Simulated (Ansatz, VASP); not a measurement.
**One calculation of OsF, two programs**

```xyz
4
Lattice="3.1207 0.0000 0.0000 -1.5604 2.7026 0.0000 0.0000 0.0000 5.1417" Properties=species:S:1:pos:R:3 pbc="T T T"
Os    0.0000    1.8017    3.8562
Os    1.5604    0.9009    1.2854
F     0.0000    0.0000    0.0000
F     0.0000    0.0000    2.5708
```

Alike in both runs: task single point; functional PBE; k mesh 6 × 6 × 4; occupations gaussian, width 0.1 eV; collinear spin.

```csv
,VASP,Ansatz
version,VASP 6.6.1,Ansatz 0.2.0
potentials or method,"VASP PAW PBE potentials, release 64 (Os, F)","scalar-relativistic, plane waves, PAW"
plane-wave cutoff (eV),520,420
valence electrons in the cell,30,46
```

|  | VASP | Ansatz | Ansatz less VASP |
| --- | --- | --- | --- |
| gap on the k mesh at the Fermi level (eV) | none | none | - |
| net moment per atom (μB) | 0.05 | 0.05 | +0.008 |
| size of the moment on the site where the two differ most (μB) | 0.08 | 0.07 | -0.010 |

Site moments also hang on the region over which each program counts them. A gap of «none» marks a metal or a gap that the smearing closes. The two sets of potentials don't hold the same shells in valence.

Caveats: the k mesh is coarse (spacing up to 0.39 Å⁻¹), so the values aren't converged. Spin-orbit coupling is left out, which matters for the levels of Os.
